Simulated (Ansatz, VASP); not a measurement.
## Cross-check of TlIO3 between VASP and Ansatz

One calculation is typed for both programs; each brings its own data sets. How far apart do they land? The cell is taken from a series of runs on this material, whose earlier steps may have relaxed, scaled, displaced or heated it; both programs get it as it stands.

Method: plane waves, with VASP 6.6.1 beside it; G0W0 gap at PBEsol, in Ansatz 0.2.0.

## Step 1: Set-up

Symmetry: R3m, No. 160, trigonal system. The conventional cell has a = 6.302 Å, b = 6.302 Å, c = 7.966 Å, α = 90.00°, β = 90.00°, γ = 120.00°. Nearest to Tl lie 3 O at 2.94 Å. I has 3 O at 1.82 Å nearest. O has 1 I at 1.82 Å nearest. Farther neighbours and most contacts between anions are not listed.

Structure file:

```cif
data_structure
_symmetry_space_group_name_H-M 'R3m:H'
_symmetry_Int_Tables_number 160
_cell_length_a 6.3016
_cell_length_b 6.3016
_cell_length_c 7.9663
_cell_angle_alpha 90.000
_cell_angle_beta 90.000
_cell_angle_gamma 120.000
_cell_volume 273.96
loop_
_atom_site_label
_atom_site_type_symbol
_atom_site_symmetry_multiplicity
_atom_site_Wyckoff_symbol
_atom_site_fract_x
_atom_site_fract_y
_atom_site_fract_z
_atom_site_occupancy
Tl1 Tl 3 a 0.33333 0.66667 0.67542 1
I1 I 3 a 0.33333 0.66667 0.16853 1
O1 O 9 b 0.62759 0.81380 0.27569 1
```

## Step 2: VASP: G0W0 gap, PBEsol

Quasiparticle shifts depend on high empty states and on the cores, so they are the hardest test of two PAW sets.

Lines of VASP's logs that name or quote its potential files are left out, and so is its time.

The run reads the wave functions of an earlier VASP run, which isn't shown here.

Input file INCAR:

```
SYSTEM = TlIO3
PREC = Accurate
ENCUT = 440
ISMEAR = 0
SIGMA = 0.01
LREAL = .FALSE.
GGA = PS
NBANDS = 80
ALGO = EVGW0
NELMGW = 1
ENCUTGW = 114.29
NOMEGA = 64
PRECFOCK = Fast
NBANDSGW = 28
LWAVE = .FALSE.
LCHARG = .FALSE.
```

Input file POSCAR:

```
TlIO3
1.0
    3.1507925805      1.8191109445      2.6554335853
   -3.1507925805      1.8191109445      2.6554335853
    0.0000000000     -3.6382218890      2.6554335853
Tl I O
1 1 3
Direct
    0.0087508500      0.0087508500      0.0087508500
    0.5018673300      0.5018673300      0.5018673300
    0.9032876500      0.4618970900      0.4618970900
    0.4618970900      0.9032876500      0.4618970900
    0.4618970900      0.4618970900      0.9032876500
```

Input file KPOINTS:

```
Automatic mesh
0
Gamma
2 2 2
0 0 0
```

The projector-augmented-wave data sets are Tl_d_GW, I_GW and O_GW (PBE family, release 64).

Started as:

```sh
$ export OMP_NUM_THREADS=3
$ mpirun -np 1 vasp_std
```

Numbers of over 12 decimals in the logs are rounded to 6 here.

Output:

```text
[banner, memory and clock lines left out]
running    1 mpi-ranks, on    1 nodes
 distrk:  each k-point on    1 cores,    1 groups
 distr:  one band on    1 cores,    1 groups
 Offloading initialized ...    1 GPUs detected
 POSCAR found type information on POSCAR TlI O
 POSCAR found :  3 types and       5 ions
|                                                                             |
|               ----> ADVICE to this user running VASP <----                  |
|                                                                             |
|     You enforced a specific xc type in the INCAR file but a different       |
|     [... a line on the potential file left out ...]
|     I HOPE YOU KNOW WHAT YOU ARE DOING!                                     |
|                                                                             |

|                                                                             |
|           W    W    AA    RRRRR   N    N  II  N    N   GGGG   !!!           |
|           W    W   A  A   R    R  NN   N  II  NN   N  G    G  !!!           |
|           W    W  A    A  R    R  N N  N  II  N N  N  G       !!!           |
|           W WW W  AAAAAA  RRRRR   N  N N  II  N  N N  G  GGG   !            |
|           WW  WW  A    A  R   R   N   NN  II  N   NN  G    G                |
|           W    W  A    A  R    R  N    N  II  N    N   GGGG   !!!           |
|                                                                             |
|     The default for ENCUTGWSOFT is different in this version of VASP.       |
|     please manually set ENCUTGWSOFT =114.29 in the INCAR file.              |
|                                                                             |

 LDA part: xc-table for (Slater+PW92), standard interpolation
 found WAVECAR, reading the header
 POSCAR, INCAR and KPOINTS ok, starting setup
 FFT: planning ... GRIDC
 FFT: planning ... GRID_SOFT
 FFT: planning ... GRID
 reading WAVECAR
 the WAVECAR file was read successfully
 initial charge from wavefunction
 available memory per node:   1648.35 GB, setting MAXMEM to   1687913

 The Fermi energy was updated, please check that it is located mid-gap
 values below the HOMO (VB) or above the LUMO (CB) will cause erroneous energies
 E-fermi :   3.2990

 calculate exact exchange contribution
 the WAVEDER file was read successfully
|                                                                             |
|           W    W    AA    RRRRR   N    N  II  N    N   GGGG   !!!           |
|           W    W   A  A   R    R  NN   N  II  NN   N  G    G  !!!           |
|           W    W  A    A  R    R  N N  N  II  N N  N  G       !!!           |
|           W WW W  AAAAAA  RRRRR   N  N N  II  N  N N  G  GGG   !            |
|           WW  WW  A    A  R   R   N   NN  II  N   NN  G    G                |
|           W    W  A    A  R    R  N    N  II  N    N   GGGG   !!!           |
|                                                                             |
|     Automatic setting of frequency mesh for GW failed. Frequency mesh       |
|     properly not suitable for determining QP energies. Consider             |
|     increasing number of kpoints.                                           |
|                                                                             |

energies w=
    0.000    0.000    1.284    0.000    2.566    0.000    3.842    0.000
    5.111    0.000    6.371    0.000    7.620    0.000    8.856    0.000
   10.077    0.000   11.284    0.000   12.476    0.000   13.653    0.000
   14.814    0.000   15.960    0.000   17.093    0.000   18.211    0.000
   19.318    0.000   20.414    0.000   21.500    0.000   22.579    0.000
   23.651    0.000   24.718    0.000   25.783    0.000   26.848    0.000
   27.913    0.000   28.983    0.000   30.058    0.000   31.142    0.000
   32.237    0.000   33.345    0.000   34.470    0.000   35.615    0.000
   36.784    0.000   37.979    0.000   39.205    0.000   40.466    0.000
   41.768    0.000   43.116    0.000   44.514    0.000   45.972    0.000
   47.495    0.000   49.092    0.000   50.774    0.000   52.551    0.000
   54.436    0.000   56.445    0.000   58.593    0.000   60.903    0.000
   63.398    0.000   66.107    0.000   69.064    0.000   72.311    0.000
   75.899    0.000   79.892    0.000   84.368    0.000   89.427    0.000
   95.197    0.000  101.846    0.000  109.595    0.000  118.746    0.000
  129.719    0.000  143.119    0.000  159.842    0.000  181.287    0.000
 responsefunction array rank=     280
 LDA part: xc-table for (Slater+PW92), standard interpolation

 min. memory requirement per mpi rank    268.6 MB, per node    268.6 MB

 allocating  64 responsefunctions rank=   280
 shmem allocating  64 responsefunctions rank=   280
 response function shared by NCSHMEM nodes    1
 Doing            64  frequencies on each core in blocks of            64
NQ=   1    0.0000    0.0000    0.0000,
|.........|.........|.........|.........|.........|.........|.........|.........
 performed         37000 updates of chi_q(r,r)
 total number of BLAS operations         18.71 Gflops
NQ=   2    0.5000    0.0000    0.0000,
|.........|.........|.........|.........|.........|.........|.........|.........
 performed         87000 updates of chi_q(r,r)
 total number of BLAS operations         42.79 Gflops
NQ=   3    0.5000    0.5000    0.0000,
|.........|.........|.........|.........|.........|.........|.........|.........
 performed        137000 updates of chi_q(r,r)
 total number of BLAS operations         67.67 Gflops
NQ=   4    0.5000    0.5000    0.5000,
|.........|.........|.........|.........|.........|.........|.........|.........
 performed        174000 updates of chi_q(r,r)
 total number of BLAS operations         90.95 Gflops
 resolving degeneracies of screened two electron integrals

 calculate QP shifts <psi_nk| G(iteration)W_0 |psi_nk>: iteration 1
 entering main loop
```

Parts of OUTCAR (step 2):

```text
ion  position               nearest neighbor table
   1  0.009  0.009  0.009-
   2  0.502  0.502  0.502-   5 1.82   4 1.82   3 1.82   5 2.72   4 2.72   3 2.72
   3  0.903  0.462  0.462-   2 1.82   2 2.72
   4  0.462  0.903  0.462-   2 1.82   2 2.72
   5  0.462  0.462  0.903-   2 1.82   2 2.72

  LATTYP: Found a trigonal (rhomboedric) cell.
 ALAT       =     4.5042186936
 COS(alpha) =     0.0213425950

 Subroutine GETGRP returns: Found  6 space group operations
 (whereof  6 operations were pure point group operations)

The static configuration has the point symmetry C_3v.

 Found      4 irreducible k-points:

   k-points           NKPTS =      4   k-points in BZ     NKDIM =      8   number of bands    NBANDS=     80

   dimension x,y,z NGX =    32 NGY =   32 NGZ =   32
   dimension x,y,z NGXF=    64 NGYF=   64 NGZF=   64

   ENCUT  =  440.0 eV  32.34 Ry    5.69 a.u.   7.70  7.70  7.70*2*pi/ulx,y,z

   NELECT =      40.0000    total number of electrons

  energy-cutoff  :      440.00
  volume of cell :       91.32
      direct lattice vectors                 reciprocal lattice vectors
     3.150792581  1.819110944  2.655433585     0.158690230  0.091619847  0.125528778
    -3.150792581  1.819110944  2.655433585    -0.158690230  0.091619847  0.125528778
     0.000000000 -3.638221889  2.655433585     0.000000000 -0.183239694  0.125528778

 k-points in reciprocal lattice and weights: Automatic mesh
   0.00000000  0.00000000  0.00000000       0.125
   0.50000000  0.00000000  0.00000000       0.375
   0.50000000  0.50000000  0.00000000       0.375
   0.50000000  0.50000000  0.50000000       0.125

 E-fermi :   3.2990

 QP shifts <psi_nk| G(iteration)W_0 |psi_nk>: iteration 1
 for sc-GW calculations column KS-energies equals QP-energies in previous step
 and V_xc(KS)=  KS-energies - (<T + V_ion + V_H > + <T+V_H+V_ion>^1  + <V_x>^1)
 k-point   1 :       0.0000    0.0000    0.0000
  band No.  KS-energies  QP-energies   sigma(KS)   V_xc(KS)     V^pw_x(r,r')   Z            occupation Imag(sigma)
    ...
     17       0.5246      -0.0042     -18.9110     -18.1975     -24.0218       0.7410       2.0000       0.7733
     18       0.5246      -0.0042     -18.9110     -18.1975     -24.0218       0.7410       2.0000       0.7733
     19       0.5825       0.1457     -18.5086     -17.9241     -23.1324       0.7473       2.0000       0.7145
     20       0.8802       0.3873     -19.1853     -18.5168     -24.2794       0.7373       2.0000       0.7480
     21       8.3804       9.8353      -8.2550     -10.0131      -5.0005       0.8275       0.0000      -0.4531
     22       8.6640      10.5048     -12.2358     -14.5502      -9.1869       0.7954       0.0000      -0.5396
     23       8.6640      10.5048     -12.2358     -14.5502      -9.1869       0.7954       0.0000      -0.5396
     24       9.0458      10.8507     -10.6437     -12.8847      -7.1715       0.8054       0.0000      -0.5650
    ...

 k-point   2 :       0.5000    0.0000    0.0000
  band No.  KS-energies  QP-energies   sigma(KS)   V_xc(KS)     V^pw_x(r,r')   Z            occupation Imag(sigma)
    ...
     17       0.6872       0.2088     -19.1906     -18.5469     -24.1402       0.7432       2.0000       0.7292
     18       0.8684       0.4359     -18.2416     -17.6662     -22.5866       0.7517       2.0000       0.6619
     19       0.8940       0.3942     -19.0587     -18.3834     -24.0878       0.7402       2.0000       0.7391
     20       1.7647       1.4322     -17.7826     -17.3511     -21.0803       0.7705       2.0000       0.5007
     21       5.8818       6.9674      -8.0108      -9.3169      -5.0286       0.8312       0.0000      -0.3796
     22       6.2763       8.0089     -12.9480     -15.1447     -10.1431       0.7887       0.0000      -0.4345
     23       8.2425      10.0341     -11.9869     -14.2409      -8.8054       0.7949       0.0000      -0.5231
     24       8.4242       9.9505      -9.1513     -11.0151      -6.0210       0.8189       0.0000      -0.4599
    ...

 k-point   3 :       0.5000    0.5000    0.0000
  band No.  KS-energies  QP-energies   sigma(KS)   V_xc(KS)     V^pw_x(r,r')   Z            occupation Imag(sigma)
    ...
     17       0.5004      -0.0541     -18.4963     -17.7499     -23.4921       0.7429       2.0000       0.7671
     18       1.1392       0.6541     -16.9813     -16.3525     -20.3952       0.7715       2.0000       0.5438
     19       1.2702       0.8499     -19.6639     -19.0942     -24.7002       0.7377       2.0000       0.7120
     20       1.7302       1.3885     -17.7509     -17.3061     -21.2229       0.7680       2.0000       0.5211
     21       5.3407       6.8681     -12.6694     -14.6020     -10.1469       0.7903       0.0000      -0.3757
     22       5.9172       7.5412     -12.7886     -14.8372     -10.2450       0.7927       0.0000      -0.3841
     23       7.4213       8.7658      -9.0168     -10.6549      -6.0116       0.8208       0.0000      -0.4232
     24       7.5311       8.9767      -9.5753     -11.3486      -6.4569       0.8152       0.0000      -0.4483
    ...

 k-point   4 :       0.5000    0.5000    0.5000
  band No.  KS-energies  QP-energies   sigma(KS)   V_xc(KS)     V^pw_x(r,r')   Z            occupation Imag(sigma)
    ...
     17       1.0256       0.5994     -19.1739     -18.6003     -23.9792       0.7429       2.0000       0.6991
     18       1.0256       0.5994     -19.1739     -18.6003     -23.9792       0.7429       2.0000       0.6991
     19       1.3896       0.9873     -19.8215     -19.2756     -24.8591       0.7370       2.0000       0.7051
     20       1.9666       1.5850     -16.5465     -16.0566     -19.6890       0.7789       2.0000       0.4718
     21       4.6315       6.0584     -11.4868     -13.2707      -8.8023       0.7998       0.0000      -0.3632
     22       4.6315       6.0584     -11.4868     -13.2707      -8.8023       0.7998       0.0000      -0.3632
     23       5.6147       7.3453     -11.9730     -14.1317      -9.0324       0.8017       0.0000      -0.3987
     24       8.1053       9.6198     -10.5753     -12.4466      -7.7416       0.8093       0.0000      -0.4467
    ...
```

(Continued in part 2 of 2.)

[Lines on the potential files, build, host, timing and source positions are cut from VASP's logs without a mark.]

[Logs are printed without paths, hosts, clocks, repeated set-up lines and the standing remarks that a program may print on its own settings, such as how far it seeks lower states.]

[Hosts, paths, dates, database ids (printed as entryN), source tags and the programs' standing remarks are cut or masked in the printed files.]
